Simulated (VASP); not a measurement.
Calculation: SCAN meta-GGA, VASP's PBE PAW potentials (set 64) (plane waves; VASP).

A VASP calculation is set up with these files.

**INCAR**
```
SYSTEM  =  SrCl2
PREC  =  Accurate; ENCUT  =  520; LREAL  =  .FALSE.
LASPH  =  .TRUE.
EDIFF  =  1E-7; NELM  =  100; ALGO  =  Normal
LMAXMIX  =  4; LMIXTAU  =  .TRUE.
ISMEAR  =  -5
METAGGA  =  SCAN
ISIF  =  2
LWAVE  =  .FALSE.; LCHARG  =  .FALSE.; LORBIT  =  11
NEDOS  =  601
LEFG  =  .TRUE.
```

### POSCAR
```
SrCl2
1
    0.0000000000     3.4887912159     3.4887912159
    3.4887912159     0.0000000000     3.4887912159
    3.4887912159     3.4887912159     0.0000000000
Sr Cl
1 2
Direct
  0.0000000000   0.0000000000   0.0000000000
  0.2500000000   0.2500000000   0.2500000000
  0.7500000000   0.7500000000   0.7500000000
```

### KPOINTS
```
kpoints
0
G
6 6 6
```

File KPOINTS_OPT:
```
k-points along high-symmetry lines
10
Line-mode
Reciprocal
  0.000000   0.000000   0.000000 ! GAMMA
  0.500000   0.000000   0.500000 ! X

  0.500000   0.000000   0.500000 ! X
  0.625000   0.250000   0.625000 ! U

  0.375000   0.375000   0.750000 ! K
  0.000000   0.000000   0.000000 ! GAMMA

  0.000000   0.000000   0.000000 ! GAMMA
  0.500000   0.500000   0.500000 ! L

  0.500000   0.500000   0.500000 ! L
  0.500000   0.250000   0.750000 ! W

  0.500000   0.250000   0.750000 ! W
  0.500000   0.000000   0.500000 ! X
```

POTCAR, in this order: Sr_sv Cl (PBE.64 set). Program: vasp_std.

The run wrote:

**OUTCAR**
```
 ion  position               nearest neighbor table
   1  0.000  0.000  0.000-   3 3.02   3 3.02   3 3.02   2 3.02   3 3.02   2 3.02   2 3.02   2 3.02
  LATTYP: Found a face centered cubic cell.
 ALAT       =     6.9775824318
 Subroutine PRICEL returns:
 Original cell was already a primitive cell.
 Subroutine GETGRP returns: Found 48 space group operations
The static configuration has the point symmetry O_h .
The dynamic configuration has the point symmetry O_h .
 Subroutine INISYM returns: Found 48 space group operations
 Subroutine IBZKPT returns following result:
 Found     16 irreducible k-points:

 Following reciprocal coordinates:
            Coordinates               Weight
  0.000000  0.000000  0.000000      1.000000
  0.166667  0.000000  0.000000      8.000000
  0.333333  0.000000  0.000000      8.000000
  0.500000  0.000000  0.000000      4.000000
  0.166667  0.166667  0.000000      6.000000
  0.333333  0.166667  0.000000     24.000000
  0.500000  0.166667  0.000000     24.000000
 -0.333333  0.166667  0.000000     24.000000
 -0.166667  0.166667  0.000000     12.000000
  0.333333  0.333333  0.000000      6.000000
  0.500000  0.333333  0.000000     24.000000
 -0.333333  0.333333  0.000000     12.000000
  0.500000  0.500000  0.000000      3.000000
  0.500000  0.333333  0.166667     24.000000
 -0.333333  0.333333  0.166667     24.000000
 -0.333333  0.500000  0.166667     12.000000
   k-points           NKPTS =     16   k-points in BZ     NKDIM =     16   number of bands    NBANDS=     16
   number of dos      NEDOS =    601   number of ions     NIONS =      3
   total plane-waves  NPLWV =  64000
   dimension x,y,z NGX =    40 NGY =   40 NGZ =   40
   dimension x,y,z NGXF=    80 NGYF=   80 NGZF=   80
   ions per type =               1   2
   PREC   = accura    normal or accurate (medium, high low for compatibility)
   ISTART =      0    job   : 0-new  1-cont  2-samecut
   ICHARG =      2    charge: 1-file 2-atom 10-const
...
```

**OSZICAR**
```
       N       E                     dE             d eps       ncg     rms          rms(c)
DAV:   1     0.114800192691E+03    0.11480E+03   -0.11862E+04   512   0.137E+03
DAV:   2    -0.440253862309E+02   -0.15883E+03   -0.15749E+03   688   0.257E+02
DAV:   3    -0.535043027011E+02   -0.94789E+01   -0.94673E+01   856   0.666E+01
DAV:   4    -0.536694457515E+02   -0.16514E+00   -0.16491E+00   752   0.761E+00
DAV:   5    -0.536748419050E+02   -0.53962E-02   -0.53956E-02   784   0.102E+00    0.116E+01
DAV:   6    -0.468171202558E+02    0.68577E+01   -0.34339E+00   696   0.126E+01    0.921E+00
DAV:   7    -0.461398003893E+02    0.67732E+00   -0.10867E+00   616   0.107E+01    0.184E+00
DAV:   8    -0.463194254031E+02   -0.17963E+00   -0.89234E-01   744   0.859E+00    0.179E+00
DAV:   9    -0.463685283464E+02   -0.49103E-01   -0.44714E-01   728   0.663E+00    0.974E-01
DAV:  10    -0.465090433692E+02   -0.14052E+00   -0.20726E-02   632   0.147E+00    0.683E-01
DAV:  11    -0.465220026817E+02   -0.12959E-01   -0.11327E-01   576   0.371E+00    0.666E-01
DAV:  12    -0.465434914448E+02   -0.21489E-01   -0.15969E-02   608   0.162E+00    0.407E-01
DAV:  13    -0.465551830108E+02   -0.11692E-01   -0.11291E-02   520   0.127E+00    0.178E-01
DAV:  14    -0.465642474617E+02   -0.90645E-02   -0.38207E-03   512   0.749E-01    0.823E-02
DAV:  15    -0.465716516448E+02   -0.74042E-02   -0.31311E-03   624   0.623E-01    0.801E-02
DAV:  16    -0.465714600761E+02    0.19157E-03   -0.19718E-04   736   0.158E-01    0.992E-02
DAV:  17    -0.465717377452E+02   -0.27767E-03   -0.11690E-04   576   0.111E-01    0.172E-02
DAV:  18    -0.465720103518E+02   -0.27261E-03   -0.34392E-04   528   0.272E-01    0.651E-03
DAV:  19    -0.465720030922E+02    0.72595E-05   -0.19095E-05   712   0.486E-02    0.965E-03
DAV:  20    -0.465720108614E+02   -0.77692E-05   -0.22872E-06   784   0.160E-02    0.624E-03
DAV:  21    -0.465720119206E+02   -0.10591E-05   -0.94657E-07   608   0.126E-02    0.304E-03
DAV:  22    -0.465720119520E+02   -0.31431E-07   -0.21075E-07   504   0.577E-03
   1 F= -.46572012E+02 E0= -.46572012E+02  d E =0.000000E+00
       N       E                     dE             ncg
       N       E                     dE             ncg
       N       E                     dE             ncg
       N       E                     dE             ncg
```

**OUTCAR**
```
------------------------ aborting loop because EDIFF is reached ----------------------------------------
  FORCE on cell =-STRESS in cart. coord.  units (eV):
  Direction    XX          YY          ZZ          XY          YZ          ZX
  --------------------------------------------------------------------------------------
  Total       -0.0055955     -0.0055955     -0.0055955      0.0000000      0.0000000     -0.0000000
  in kB       -0.1055585     -0.1055585     -0.1055585      0.0000000      0.0000000     -0.0000000
  external PRESSURE =      -0.1055585 kB  Pullay stress =       0.0000000 kB
  volume of cell :       84.93
      direct lattice vectors                 reciprocal lattice vectors
     0.000000000  3.488791216  3.488791216    -0.143316114  0.143316114  0.143316114
     3.488791216  0.000000000  3.488791216     0.143316114 -0.143316114  0.143316114
     3.488791216  3.488791216  0.000000000     0.143316114  0.143316114 -0.143316114
 POSITION                                       TOTAL-FORCE (eV/Angst)
 -----------------------------------------------------------------------------------
      0.00000      0.00000      0.00000         0.000000     -0.000000      0.000000
      1.74440      1.74440      1.74440        -0.000000     -0.000000     -0.000000
      5.23319      5.23319      5.23319         0.000000      0.000000      0.000000
 -----------------------------------------------------------------------------------
    total drift:                               -0.000000     -0.000000      0.000000
  FREE ENERGIE OF THE ION-ELECTRON SYSTEM (eV)
  ---------------------------------------------------
  free  energy   TOTEN  =       -46.5720119520 eV

  energy  without entropy=      -46.5720119520  energy(sigma->0) =      -46.57201195

 total charge

# of ion       s       p       d       tot
------------------------------------------
    1        1.995   5.833   0.137   7.964
    2        1.594   3.614   0.000   5.208
    3        1.594   3.614   0.000   5.208
--------------------------------------------------
tot          5.182  13.061   0.137  18.380
```
(Selected blocks of OUTCAR.)

The compound is SrCl2 in the fluorite structure. It was relaxed first.
